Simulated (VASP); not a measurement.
Computed with PBEsol GGA, VASP's PBE PAW potentials (set 64) (plane waves; VASP).

Input for VASP

INCAR:
```
# general
SYSTEM =Ga4PSb3
PREC   =Accurate
ENCUT  =400
LREAL  =.False.   # projection in real space or not
LASPH  =.True.   # aspherical one-centre terms

# electronic loop
EDIFF  =1E-6
NELM   =100
ALGO   =Normal
LMAXMIX=4

# smearing
ISMEAR =1
SIGMA  =0.1   # width (eV)

# functional
GGA    =PS   # PBEsol

# ions
IBRION =2   # conjugate gradients
NSW    =60   # most ionic steps
ISIF   =3
EDIFFG =-0.02   # ionic stop

# output
LWAVE  =.False.
LCHARG =.False.
```

### KPOINTS
```
Automatic mesh
0
Gamma
8 8 2
0 0 0
```

### POSCAR
```
Ga4PSb3
1
    0.0000000000     2.9787977890     2.9787977890
    2.9787977890     0.0000000000     2.9787977890
   11.8779538644    11.8779538644     0.0372372917
Ga Sb P
4 3 1
Direct
  0.0214442321   0.0214442321   0.9839168259
  0.0074415685   0.0074415685   0.2444188236
  0.9938941105   0.9938941105   0.5045794172
  0.9782335855   0.9782335855   0.7663248109
  0.2624640086   0.2624640086   0.0531519935
  0.2496253863   0.2496253863   0.3127809602
  0.2366141737   0.2366141737   0.5725393697
  0.2502829347   0.2502829347   0.8122877989
```

POTCAR, in this order: Ga_d Sb P (PBE.64 set). Program: vasp_std.

The run wrote:

### OUTCAR
```
 ion  position               nearest neighbor table
   1  0.021  0.021  0.984-   8 2.35   5 2.61   5 2.61   5 2.61
   2  0.007  0.007  0.244-   6 2.61   6 2.61   6 2.61   5 2.62
   3  0.994  0.994  0.505-   7 2.60   7 2.60   7 2.60   6 2.63
   4  0.978  0.978  0.766-   8 2.51   8 2.51   8 2.51   7 2.65
   5  0.262  0.262  0.053-   1 2.61   1 2.61   1 2.61   2 2.62
   6  0.250  0.250  0.313-   2 2.61   2 2.61   2 2.61   3 2.63
   7  0.237  0.237  0.573-   3 2.60   3 2.60   3 2.60   4 2.65
   8  0.250  0.250  0.812-   1 2.35   4 2.51   4 2.51   4 2.51
  LATTYP: Found a trigonal (rhomboedric) cell.
 ALAT       =    13.9082924885
 COS(alpha) =     0.9541294006
 Subroutine PRICEL returns:
 Original cell was already a primitive cell.
 Subroutine GETGRP returns: Found  6 space group operations
The static configuration has the point symmetry C_3v.
The dynamic configuration has the point symmetry C_3v.
 Subroutine INISYM returns: Found  6 space group operations
 Subroutine IBZKPT returns following result:
 Found     20 irreducible k-points:

 Following reciprocal coordinates:
            Coordinates               Weight
  0.000000  0.000000  0.000000      1.000000
  0.125000  0.000000 -0.000000      6.000000
  0.250000  0.000000 -0.000000      6.000000
  0.375000  0.000000 -0.000000      6.000000
  0.500000  0.000000 -0.000000      3.000000
  0.125000  0.125000 -0.000000      6.000000
  0.250000  0.125000 -0.000000      6.000000
  0.375000  0.125000  0.000000     12.000000
  0.500000  0.125000 -0.000000     12.000000
 -0.375000  0.125000  0.000000     12.000000
 -0.250000  0.125000 -0.000000     12.000000
 -0.125000  0.125000  0.000000      6.000000
  0.500000  0.250000 -0.000000      6.000000
 -0.375000  0.250000  0.000000      6.000000
  0.375000  0.375000 -0.000000      6.000000
 -0.375000  0.375000  0.000000      6.000000
  0.000000  0.000000  0.500000      1.000000
  0.250000  0.000000  0.500000      6.000000
  0.500000  0.000000  0.500000      3.000000
  0.500000  0.250000  0.500000      6.000000
   k-points           NKPTS =     20   k-points in BZ     NKDIM =     20   number of bands    NBANDS=     43
   number of dos      NEDOS =    301   number of ions     NIONS =      8
   total plane-waves  NPLWV =  87808
   dimension x,y,z NGX =    28 NGY =   28 NGZ =  112
   dimension x,y,z NGXF=    56 NGYF=   56 NGZF=  224
   ions per type =               4   3   1
   PREC   = accura    normal or accurate (medium, high low for compatibility)
   ISTART =      0    job   : 0-new  1-cont  2-samecut
   ICHARG =      2    charge: 1-file 2-atom 10-const
   ISPIN  =      1    spin polarized calculation?
   LNONCOLLINEAR =      F non collinear calculations
   LSORBIT =      F    spin-orbit coupling
   INIWAV =      1    electr: 0-lowe 1-rand  2-diag
   ENCUT  =  400.0 eV  29.40 Ry    5.42 a.u.   6.87  6.87 27.39*2*pi/ulx,y,z
   NELM   =    100;   NELMIN=  2; NELMDL= -5     # of ELM steps
   EDIFF  = 0.1E-05   stopping-criterion for ELM
   LREAL  =      F    real-space projection
   NLSPLINE    = F    spline interpolate recip. space projectors
   LMAXMIX     =    4 max onsite mixed and CHGCAR
   VOSKOWN=      0    Vosko Wilk Nusair interpolation
   EDIFFG = -.2E-01   stopping-criterion for IOM
   NSW    =     60    number of steps for IOM
   NBLOCK =      1;   KBLOCK =     60    inner block; outer block
   IBRION =      2    ionic relax: 0-MD 1-quasi-New 2-CG
   NFREE  =      1    steps in history (QN), initial steepest desc. (CG)
   ISIF   =      3    stress and relaxation
   ISYM   =      2    0-nonsym 1-usesym 2-fastsym
   TEIN   =    0.0    initial temperature
   TEBEG  =    0.0;   TEEND  =   0.0 temperature during run
   SMASS  =  -3.00    Nose mass-parameter (am)
   PSTRESS=    0.0 pullay stress
   NELECT =      72.0000    total number of electrons
...
```

### OSZICAR
```
       N       E                     dE             d eps       ncg     rms          rms(c)
DAV:   1     0.530055540383E+03    0.53006E+03   -0.27857E+04  1747   0.189E+03
DAV:   2     0.460853097107E+02   -0.48397E+03   -0.47362E+03  1856   0.479E+02
DAV:   3    -0.299782941203E+02   -0.76064E+02   -0.74116E+02  1983   0.151E+02
DAV:   4    -0.343749622196E+02   -0.43967E+01   -0.43645E+01  2147   0.374E+01
DAV:   5    -0.344936111256E+02   -0.11865E+00   -0.11850E+00  2424   0.606E+00    0.683E+00
DAV:   6    -0.340103554694E+02    0.48326E+00   -0.84106E-01  2269   0.996E+00    0.413E+00
DAV:   7    -0.339004981848E+02    0.10986E+00   -0.52432E-01  2114   0.444E+00    0.800E-01
DAV:   8    -0.338969342590E+02    0.35639E-02   -0.99334E-02  2279   0.359E+00    0.281E-01
DAV:   9    -0.338986338981E+02   -0.16996E-02   -0.13457E-02  1888   0.105E+00    0.143E-01
DAV:  10    -0.338987720118E+02   -0.13811E-03   -0.15995E-03  2345   0.565E-01    0.106E-01
DAV:  11    -0.338989658224E+02   -0.19381E-03   -0.45770E-04  1976   0.232E-01    0.224E-02
DAV:  12    -0.338989998222E+02   -0.34000E-04   -0.10479E-04  2116   0.202E-01    0.116E-02
DAV:  13    -0.338990032920E+02   -0.34697E-05   -0.36340E-05  2272   0.373E-02    0.787E-03
DAV:  14    -0.338990062545E+02   -0.29626E-05   -0.54479E-06  1566   0.291E-02    0.244E-03
DAV:  15    -0.338990064510E+02   -0.19648E-06   -0.12761E-06  1288   0.100E-02
   1 F= -.33899006E+02 E0= -.33899087E+02  d E =-.338990E+02
       N       E                     dE             d eps       ncg     rms          rms(c)
DAV:   1    -0.339066731458E+02   -0.76669E-02   -0.30178E-01  1963   0.284E+00    0.482E-01
DAV:   2    -0.339030699842E+02    0.36032E-02   -0.17515E-02  2243   0.133E+00    0.285E-01
DAV:   3    -0.339004516523E+02    0.26183E-02   -0.51991E-03  2065   0.625E-01    0.549E-02
DAV:   4    -0.339005845159E+02   -0.13286E-03   -0.17632E-03  1929   0.282E-01    0.211E-02
DAV:   5    -0.339005789246E+02    0.55914E-05   -0.92583E-05  2292   0.717E-02    0.102E-02
DAV:   6    -0.339005782824E+02    0.64218E-06   -0.16271E-05  2023   0.468E-02    0.282E-03
DAV:   7    -0.339005785020E+02   -0.21960E-06   -0.27010E-06  1463   0.225E-02
   2 F= -.33900579E+02 E0= -.33900641E+02  d E =-.157205E-02
       N       E                     dE             d eps       ncg     rms          rms(c)
DAV:   1    -0.339005954969E+02   -0.17215E-04   -0.70889E-04  1964   0.138E-01    0.235E-02
DAV:   2    -0.339005874917E+02    0.80052E-05   -0.40374E-05  2139   0.694E-02    0.138E-02
DAV:   3    -0.339005813811E+02    0.61107E-05   -0.11828E-05  2014   0.318E-02    0.252E-03
DAV:   4    -0.339005817235E+02   -0.34240E-06   -0.44704E-06  1777   0.144E-02
   3 F= -.33900582E+02 E0= -.33900645E+02  d E =-.157527E-02
       N       E                     dE             d eps       ncg     rms          rms(c)
DAV:   1    -0.339010780187E+02   -0.49664E-03   -0.83964E-02  2077   0.132E+00    0.103E-01
DAV:   2    -0.339010871368E+02   -0.91180E-05   -0.28593E-03  2346   0.429E-01    0.505E-02
DAV:   3    -0.339010261572E+02    0.60980E-04   -0.24411E-04  2641   0.128E-01    0.156E-02
DAV:   4    -0.339010221394E+02    0.40178E-05   -0.43650E-05  1821   0.679E-02    0.614E-03
DAV:   5    -0.339010217285E+02    0.41094E-06   -0.52964E-06  1991   0.406E-02
   4 F= -.33901022E+02 E0= -.33901087E+02  d E =-.440005E-03
       N       E                     dE             d eps       ncg     rms          rms(c)
DAV:   1    -0.339010853057E+02   -0.63166E-04   -0.13412E-02  2074   0.528E-01    0.413E-02
DAV:   2    -0.339010873762E+02   -0.20705E-05   -0.46803E-04  2346   0.178E-01    0.202E-02
DAV:   3    -0.339010778135E+02    0.95627E-05   -0.41151E-05  2492   0.558E-02    0.644E-03
DAV:   4    -0.339010770003E+02    0.81321E-06   -0.74613E-06  1852   0.422E-02
   5 F= -.33901077E+02 E0= -.33901143E+02  d E =-.495277E-03
```

File OUTCAR:
```
------------------------ aborting loop because EDIFF is reached ----------------------------------------
  FORCE on cell =-STRESS in cart. coord.  units (eV):
  Direction    XX          YY          ZZ          XY          YZ          ZX
  --------------------------------------------------------------------------------------
  Total       -0.0528957     -0.0528957     -0.0528957      0.0149945     -0.0149945     -0.0149945
  in kB       -0.4024067     -0.4024067     -0.4024067      0.1140714     -0.1140714     -0.1140714
  external PRESSURE =      -0.4024067 kB  Pullay stress =       0.0000000 kB
  volume of cell :      210.60
      direct lattice vectors                 reciprocal lattice vectors
     0.000000000  2.974600814  2.974600814    -0.168078216  0.168101347  0.168078216
     2.974600814  0.000000000  2.974600814     0.168101347 -0.168078216  0.168078216
    11.900040941 11.900040941 -0.001637687     0.042013771  0.042013771 -0.042013771
 POSITION                                       TOTAL-FORCE (eV/Angst)
 -----------------------------------------------------------------------------------
     11.77396     11.77396      0.12444         0.002243      0.002243     -0.002243
      2.93095      2.93095      0.04365        -0.008568     -0.008568      0.008568
      8.96120      8.96120      5.91181        -0.001873     -0.001873      0.001873
     12.02325     12.02325      5.82436        -0.000606     -0.000606      0.000606
      1.41151      1.41151      1.56309         0.009563      0.009563     -0.009563
      4.46499      4.46499      1.48421         0.006799      0.006799     -0.006799
      7.51849      7.51849      1.40531        -0.009269     -0.009269      0.009269
     10.41463     10.41463      1.48377         0.001711      0.001711     -0.001711
 -----------------------------------------------------------------------------------
    total drift:                                0.004969      0.004969     -0.004965
  FREE ENERGIE OF THE ION-ELECTRON SYSTEM (eV)
  ---------------------------------------------------
  free  energy   TOTEN  =       -33.9010770003 eV

  energy  without entropy=      -33.9012749543  energy(sigma->0) =      -33.90114298

 reached required accuracy - stopping structural energy minimisation
```
(Selected blocks of OUTCAR.)

### CONTCAR
```
Ga4PSb3
   1.00000000000000
     0.0000000000000440    2.9746008136397850    2.9746008136396971
     2.9746008136397850    0.0000000000000440    2.9746008136396971
    11.9000409413105697   11.9000409413105697   -0.0016376866513981
  Ga              Sb              P
     4     3     1
Direct
     0.0211884195273238    0.0211884195273238    0.9841086853295120
     0.0074052290806959    0.0074052290806959    0.2444460781644776
     0.9938531493611193    0.9938531493611193    0.5046101380541601
     0.9792254740684150    0.9792254740684150    0.7655808944736910
     0.2627543463724151    0.2627543463724151    0.0529342401706896
     0.2495668538277399    0.2495668538277399    0.3128248595541991
     0.2363760210672215    0.2363760210672215    0.5727179841745852
     0.2496305065950749    0.2496305065950749    0.8127771199786978
```

The structure was generated: Ga4PSb3 was put into an ordered model structure (R3m), which need not be its known phase. This run relaxes it. Symmetry was kept, so distortions that lower it aren't found. The start is the result of an earlier pass.
